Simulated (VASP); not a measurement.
BiTe in VASP: the effect of strain

BiTe:

```
Bi Te
1.0
     0.00000    3.23500    3.10560
     3.23500    0.00000    3.10560
     3.23500    3.23500    0.00000
Bi Te
1 1
Direct
  0.00000 0.00000 0.00000
  0.50000 0.50000 0.50000
```

The cell isn't the ideal one: strain = -0.04.

Alike in all runs:

| Item | Value |
| --- | --- |
| Program | VASP 6.6.1 |
| Task | single point |
| Functional | PBE |
| Potentials or basis | VASP PAW PBE potentials, release 64 (Bi_d, Te) |
| Cutoff | 520 eV |
| k mesh | 7 × 7 × 7 |
| Occupations | fermi-dirac, width 0.05 eV |
| Spin | no spin polarisation |
| Strain kind | uniaxial_z |
| Further INCAR settings | ALGO = Normal; EDIFF = 1e-06; NBANDS = 18 |

| strain | pressure (GPa) |
| --- | --- |
| -0.04 | 3.2 |
| -0.02 | 1.9 |
| -0.01 | 1.4 |
| 0 | 0.9 |
| 0.01 | 0.4 |
| 0.02 | -0.1 |
| 0.04 | ? |

Question: What does the run with strain 0.04 give?

Answer: Pressure -0.9 GPa.

Worked out: A parabola through the other rows of the pressure, of slope -36.4 GPa per unit of strain there, extrapolates to -0.9 GPa, against the run's -0.9.
